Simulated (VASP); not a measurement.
An input for Ansatz (written as the equivalent of a VASP run, and not itself run):

Ansatz 0.2 input:
```yaml
crystal:
  lattice:
    - [3.0431743, 0.0000000, 0.0000000]
    - [-1.5215872, 2.6354663, 0.0000000]
    - [0.0000000, 0.0000000, 9.6998926]
  atoms:
    - { symbol: W, position: [0.3333330, 0.6666670, 0.0489207] }
    - { symbol: W, position: [0.6666670, 0.3333330, 0.5489207] }
    - { symbol: Sb, position: [0.3333330, 0.6666670, 0.3260793] }
    - { symbol: Sb, position: [0.6666670, 0.3333330, 0.8260793] }
kpoints:
  mp_grid: { grid: [10, 10, 3] }
hamiltonian:
  xc: pbesol
  pseudopotentials: { kind: paw }
scf:
  occupations: { method: methfessel_paxton, width: 0.1 }
  max_iter: 100
relax:
  max_steps: 60
  f_tol: 0.02
  cell: {}
output: { forces: true, stress: true, eigenvalues: true }
```

Translate this input to VASP (INCAR, KPOINTS, POSCAR, choice of POTCAR).

This is not unique; one that fits is 
KPOINTS:
```
Automatic mesh
0
Gamma
10 10 3
0 0 0
```

**INCAR**
```
# general
SYSTEM  = WSb
PREC    = Accurate
ENCUT   = 400
LREAL   = .FALSE.
LASPH   = .TRUE.

# electronic loop
EDIFF   = 1E-6
NELM    = 100
ALGO    = Normal
LMAXMIX = 6

# smearing
ISMEAR  = 1
SIGMA   = 0.1

# functional
GGA     = PS

# ions
IBRION  = 2
NSW     = 60
ISIF    = 3
EDIFFG  = -0.02

# output
LWAVE   = .FALSE.
LCHARG  = .FALSE.
```

**POSCAR**
```
WSb
1
    3.0431743276    -0.0000000000    -0.0000000000
   -1.5215871638     2.6354663356     0.0000000000
   -0.0000000000    -0.0000000000     9.6998926378
W Sb
2 2
Direct
  0.3333330000   0.6666670000   0.0489206508
  0.6666670000   0.3333330000   0.5489206508
  0.3333330000   0.6666670000   0.3260793492
  0.6666670000   0.3333330000   0.8260793492
```

POTCAR, in this order: W_sv Sb (PBE.64 set). Program: vasp_std.

Limits of the translation: each code has its own PAW files, so the cut-off isn't converted (ENCUT is set for VASP's; basis.ecutwfc is left out, and Ansatz then takes the one that its files recommend); Ansatz stops its SCF on the density residual and VASP on the energy change (EDIFF).

The structure was generated: WSb was put into the wurtzite type (P6_3mc), which need not be its known phase. This run relaxes it. Symmetry was kept, so distortions that lower it aren't found. The start is the result of an earlier pass.
